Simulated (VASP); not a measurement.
Here is the system:

```
CELL_PARAMETERS angstrom
      1.22760    -2.12627     0.00000
      1.22760     2.12627     0.00000
      0.00000     0.00000     7.11784
ATOMIC_POSITIONS crystal
  C  0.00000 0.00000 0.25000
  C  0.00000 0.00000 0.75000
  C  0.33333 0.66667 0.25000
  C  0.66667 0.33333 0.75000
```

These are MS2 meta-GGA, VASP's PBE PAW potentials (set 64) (plane waves; VASP) values and carry that method's errors. Run with 520 eV cut-off, 11×11×4 Γ-centred mesh, tetrahedra with Blöchl corrections, potentials C.

The cores are frozen, which limits the accuracy of field gradients.

Give the principal components of the electric field gradient (V/Å²) and the asymmetry η at each nucleus.

```tsv
atom	Vxx	Vyy	Vzz	η
C1	-16.9	-16.9	33.8	0.00
C2	-16.9	-16.9	33.8	0.00
C3	-16.3	-16.3	32.5	0.00
C4	-16.3	-16.3	32.5	0.00
```

The compound is C in the graphite structure. It was relaxed first, which changed the volume by +6 %.
